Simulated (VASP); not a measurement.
# Be3Se2S (Cmc2_1) in VASP: single point with r2SCAN

Aim: the single point of Be3Se2S with r2SCAN.

Everything below comes from runs of VASP 6.6.1. Logs are shortened: lines on timing, memory, paths and dates and some standing lists are left out, and cuts for length are marked.

## 1. The crystal as given

It takes space group Cmc2_1 (No. 36, orthorhombic). The conventional cell has a = 10.746 Å, b = 6.202 Å, c = 5.902 Å, α = 90.00°, β = 90.00°, γ = 90.00°. Be (site symmetry 1) has 1 S at 2.11 Å and 3 Se at 2.24 Å as nearest neighbours. Be (site symmetry m) is surrounded by 2 S at 2.12 to 2.14 Å and 2 Se at 2.24 Å. Se (site symmetry 1) has 4 Be at 2.24 Å as nearest neighbours. Around S (site symmetry m) lie 4 Be at 2.11 to 2.14 Å.

The cell was built by a generator and needn't be a form met in nature.

## 2. Single point, r2SCAN

The input, INCAR:

```
SYSTEM = Be3Se2S
PREC = Accurate ; ENCUT = 520
EDIFF = 1E-6 ; ISMEAR = 0
SIGMA = 0.03 ; LREAL = .FALSE.
LASPH = .TRUE. ; NELM = 150
ALGO = Normal ; ISIF = 2
LWAVE = .FALSE. ; LCHARG = .FALSE.
METAGGA = R2SCAN ; LMIXTAU = .TRUE.
KPAR = 4
```

The input, KPOINTS:

```
Automatic mesh
0
G
  6 6 4
  0 0 0
```

The input, POSCAR:

```
Be3Se2S
1.0
    5.3729100000     -3.1012500000      0.0000000000
    5.3729100000      3.1012500000      0.0000000000
    0.0000000000      0.0000000000      5.9023400000
Be Se S
6 4 2
Direct
    0.5144170000      0.1660840000      0.6131090000
    0.8339160000      0.4855830000      0.6131090000
    0.1538120000      0.8461880000      0.6311330000
    0.1660840000      0.5144170000      0.1131090000
    0.4855830000      0.8339160000      0.1131090000
    0.8461880000      0.1538120000      0.1311330000
    0.5032270000      0.1670340000      0.9928820000
    0.4967730000      0.8329660000      0.4928820000
    0.8329660000      0.4967730000      0.9928820000
    0.1670340000      0.5032270000      0.4928820000
    0.8378300000      0.1621700000      0.4941070000
    0.1621700000      0.8378300000      0.9941070000
```

Potentials or basis: VASP PAW PBE potentials, release 64 (Be, Se, S).

Launch:

```bash
$ cat potpaw_PBE.64/Be/POTCAR potpaw_PBE.64/Se/POTCAR potpaw_PBE.64/S/POTCAR > POTCAR
$ mpirun -np 4 vasp_std > vasp.out
```

OUTCAR:

```text
SYSTEM = Be3Se2S
   PREC = Accurate
   ENCUT = 520
   EDIFF = 1E-6
   ISMEAR = 0
   LREAL = .FALSE.
   LASPH = .TRUE.
   NELM = 150
   ISIF = 2
   METAGGA = R2SCAN

 ion  position               nearest neighbor table
   1  0.514  0.166  0.613-  11 2.11   8 2.24  10 2.24   7 2.24
   2  0.834  0.486  0.613-  11 2.11  10 2.24   8 2.24   9 2.24
   3  0.154  0.846  0.631-  11 2.12  12 2.14   8 2.24  10 2.24
   4  0.166  0.514  0.113-  12 2.11   9 2.24   7 2.24  10 2.24
   5  0.486  0.834  0.113-  12 2.11   7 2.24   9 2.24   8 2.24
   6  0.846  0.154  0.131-  12 2.12  11 2.14   7 2.24   9 2.24
   7  0.503  0.167  0.993-   5 2.24   4 2.24   6 2.24   1 2.24
   8  0.497  0.833  0.493-   1 2.24   2 2.24   3 2.24   5 2.24
   9  0.833  0.497  0.993-   4 2.24   5 2.24   6 2.24   2 2.24
  10  0.167  0.503  0.493-   2 2.24   1 2.24   3 2.24   4 2.24
  11  0.838  0.162  0.494-   1 2.11   2 2.11   3 2.12   6 2.14
  12  0.162  0.838  0.994-   4 2.11   5 2.11   6 2.12   3 2.14

  LATTYP: Found a base centered orthorhombic cell.
 ALAT       =     6.2025000000
 B/A-ratio  =     1.7324981862
 C/A-ratio  =     0.9516066102

  Lattice vectors:

 A1 = (  -5.3729100000,  -3.1012500000,   0.0000000000)
 A2 = (   5.3729100000,  -3.1012500000,   0.0000000000)
 A3 = (   0.0000000000,   0.0000000000,   5.9023400000)

Analysis of symmetry for initial positions (statically):
=====================================================================
 Subroutine PRICEL returns:
 Original cell was already a primitive cell.

 Routine SETGRP: Setting up the symmetry group for a
 base centered orthorhombic supercell.

 Subroutine GETGRP returns: Found  4 space group operations
 (whereof  2 operations were pure point group operations)
 out of a pool of  8 trial point group operations.

The static configuration has the point symmetry C_1h.
 The point group associated with its full space group is C_2v.

Analysis of symmetry for dynamics (positions and initial velocities):
=====================================================================
 Subroutine PRICEL returns:
 Original cell was already a primitive cell.

 Routine SETGRP: Setting up the symmetry group for a
 base centered orthorhombic supercell.

 Subroutine GETGRP returns: Found  4 space group operations
 (whereof  2 operations were pure point group operations)
 out of a pool of  8 trial point group operations.

The dynamic configuration has the point symmetry C_1h.
 The point group associated with its full space group is C_2v.

[... 125 lines left out ...]
   ISYM   =      2    0-nonsym 1-usesym 2-fastsym
   POTIM  = 0.5000    time-step for ionic-motion
   TEBEG  =    0.0;   TEEND  =   0.0 temperature during run
   PSTRESS=    0.0 pullay stress
   NELECT =      48.0000    total number of electrons
   NUPDOWN=      -1.0000    fix difference up-down
   EMIN   =  10.00;   EMAX   =-10.00  energy-range for DOS
   EFERMI =   0.00;   METHOD = LEGACY
   ISMEAR =     0;   SIGMA  =   0.03  broadening in eV -4-tet -1-fermi 0-gaus
   EFERMI_NEDOS =   21; number of points for ismear=-14 and -15
   IALGO  =     38    algorithm
   IMIX   =      4    mixing-type and parameters
     AMIX     =   0.40;   BMIX     =  1.00
     AMIX_MAG =   1.60;   BMIX_MAG =  1.00
  volume/ion in A,a.u.               =      16.39       110.62
  Fermi-wavevector in a.u.,A,eV,Ry     =   1.023030  1.933246 14.239728  1.046590
  Thomas-Fermi vector in A             =   2.156741
   LORBIT       =      0    0 simple, 1 ext, 2 COOP (PROOUT), +10 PAW based schemes
   METAGGA = R2SCAN    functional components
   LHFCALC =     F    Hartree Fock is set to
   AEXX    =    0.0000 exact exchange contribution
   IVDW    =     0    specifies the selected vdW correction
   LEPSILON=     F    determine dielectric tensor
   LRPA    =     F    only Hartree local field effects (RPA)
 non-spin polarized calculation
 Gauss-broadening in eV      SIGMA  =   0.03
  energy-cutoff  :      520.00
  volume of cell :      196.70
 maximum number of plane-waves:      5350
 NGX is ok and might be reduce to    48
   NGX = 23   NGY = 23   NGZ = 21

 number of electron      47.9999999 magnetization

 Free energy of the ion-electron system (eV)
  ---------------------------------------------------
  ext. energy  EPLUGINS =         0.00000000
  ---------------------------------------------------
  free energy    TOTEN  =      -111.50914649 eV

  energy without entropy =     -111.50914649  energy(sigma->0) =     -111.50914649

 E-fermi :   3.4697     XC(G=0):  -9.8724

 val. band max:        3.2904556791   @ k =   0.0000   0.0000   0.0000
 cond. band min:       7.1211597881   @ k =   0.0000   0.0000   0.0000
 fundamental gap:      3.8307041089
 Fermi energy:         3.4696751862

 k-point     1 :       0.0000    0.0000    0.0000
  band No.  band energies     occupation
      1     -11.0220      2.00000
      2      -9.6631      2.00000
      3      -9.3131      2.00000
      4      -9.2374      2.00000
      5      -9.0324      2.00000
      6      -9.0278      2.00000
[... 805 lines left out ...]
     30       9.0283      0.00000
     31       9.5628      0.00000

 [... further k-points ...]
[... 5 lines left out ...]
  --------------------------------------------------------------------------------------
  -------------------------------------------------------------------------------------
  Total       -0.6050714     -0.6229033     -0.5487832      0.0000000      0.0000000      0.0000000
  in kB       -4.9285215     -5.0737685     -4.4700341      0.0000000      0.0000000      0.0000000
  external PRESSURE =      -4.8241081 kB  Pullay stress =       0.0000000 kB

 VOLUME and BASIS-vectors are now :
 -----------------------------------------------------------------------------
  energy-cutoff  :      520.00
  volume of cell :      196.70
      direct lattice vectors                 reciprocal lattice vectors
     5.372910000 -3.101250000  0.000000000     0.093059441 -0.161225312  0.000000000
     5.372910000  3.101250000  0.000000000     0.093059441  0.161225312  0.000000000
     0.000000000  0.000000000  5.902340000     0.000000000  0.000000000  0.169424330

 POSITION                                       TOTAL-FORCE (eV/Angst)
 -----------------------------------------------------------------------------------
      3.65627     -1.08027      3.61878        -0.028058      0.018398      0.018657
      7.08955     -1.08027      3.61878         0.028058      0.018398      0.018657
      5.37291      2.14723      3.72516        -0.000000     -0.025152     -0.021280
      3.65627      1.08027      0.66761        -0.028058     -0.018398      0.018657
      7.08955      1.08027      0.66761         0.028058     -0.018398      0.018657
      5.37291     -2.14723      0.77399        -0.000000      0.025152     -0.021280
      3.60125     -1.04262      5.86033         0.001732     -0.002455     -0.006614
      7.14457      1.04262      2.90916        -0.001732      0.002455     -0.006614
      7.14457     -1.04262      5.86033        -0.001732     -0.002455     -0.006614
      3.60125      1.04262      2.90916         0.001732      0.002455     -0.006614
      5.37291     -2.09539      2.91639        -0.000000      0.004508     -0.002806
      5.37291      2.09539      5.86756        -0.000000     -0.004508     -0.002806
 -----------------------------------------------------------------------------------
    total drift:                                0.000000      0.000000     -0.000035

  FREE ENERGIE OF THE ION-ELECTRON SYSTEM (eV)
  ---------------------------------------------------
  free  energy   TOTEN  =      -111.5091464891 eV

  energy  without entropy=     -111.5091464891  energy(sigma->0) =     -111.50914649
```

Wall time 4.5 min (4 MPI ranks of Intel Xeon Platinum 8259CL at 2.50GHz (Skylake/Cascade Lake), shared host); peak memory 0.5 GiB.

Results:

```
Free energy            : -111.5091 eV
Pressure               : -0.5 GPa
Largest force          : 0.038 eV/Å
Band gap on the k mesh : 3.83 eV, direct
```

Forces in eV/Å, atoms in the order of the input:
```
Be  -0.028  0.018  0.019
Be   0.028  0.018  0.019
Be   0.000 -0.025 -0.021
Be  -0.028 -0.018  0.019
Be   0.028 -0.018  0.019
Be   0.000  0.025 -0.021
Se   0.002 -0.002 -0.007
Se  -0.002  0.002 -0.007
Se  -0.002 -0.002 -0.007
Se   0.002  0.002 -0.007
S    0.000  0.005 -0.003
S    0.000 -0.005 -0.003
```

Caveat: the PAW data sets were made with another functional, which shifts forces and pressure a little. A k mesh can miss the band edges.
